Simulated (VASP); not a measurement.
A convergence study with VASP on InSb (zinc blende): one setting is varied, all else stays as given below, so the limit is that of these other settings.

```
InSb
1.0
    0.00000     3.24000     3.24000
    3.24000     0.00000     3.24000
    3.24000     3.24000     0.00000
In Sb
1 1
Direct
  0.00000   0.00000   0.00000
  0.25000   0.25000   0.25000
```

The numbers are results of PBEsol GGA, VASP's PBE PAW potentials (set 64) (plane waves; VASP), not measurements. The tightest run used: 550 eV cut-off, 16×16×16 Γ-centred mesh, Gaussian smearing of 0.050 eV, potentials In_d Sb.

```json
[
 {"setting": "1×1×1 mesh", "E (eV/atom)": "3.4660", "pressure (GPa)": "57.67", "irreducible k-points": "1"},
 {"setting": "2×2×2 mesh", "E (eV/atom)": "-2.8483", "pressure (GPa)": "7.67", "irreducible k-points": "3"},
 {"setting": "3×3×3 mesh", "E (eV/atom)": "-3.6018", "pressure (GPa)": "2.51", "irreducible k-points": "4"},
 {"setting": "4×4×4 mesh", "E (eV/atom)": "-3.7703", "pressure (GPa)": "1.36", "irreducible k-points": "8"},
 {"setting": "5×5×5 mesh", "E (eV/atom)": "-3.8196", "pressure (GPa)": "1.02", "irreducible k-points": "10"},
 {"setting": "6×6×6 mesh", "E (eV/atom)": "-3.8366", "pressure (GPa)": "0.90", "irreducible k-points": "16"},
 {"setting": "7×7×7 mesh", "E (eV/atom)": "-3.8433", "pressure (GPa)": "0.86", "irreducible k-points": "20"},
 {"setting": "8×8×8 mesh", "E (eV/atom)": "-3.8461", "pressure (GPa)": "0.84", "irreducible k-points": "29"}
]
```

### Question
These are the cheaper rows. Estimate the results at 16×16×16 mesh, and how far the last row shown lies from them.

### Answer

```tsv
quantity	tightest run	last row shown is off by
E (eV/atom)	-3.8489	0.0028
pressure (GPa)	0.82	0.02
```

Left out are rungs that failed or repeat a setting and relaxations that didn't move; long series are thinned to 24 rows.

The compound is InSb in the zinc blende structure. The cell was not relaxed at this level.
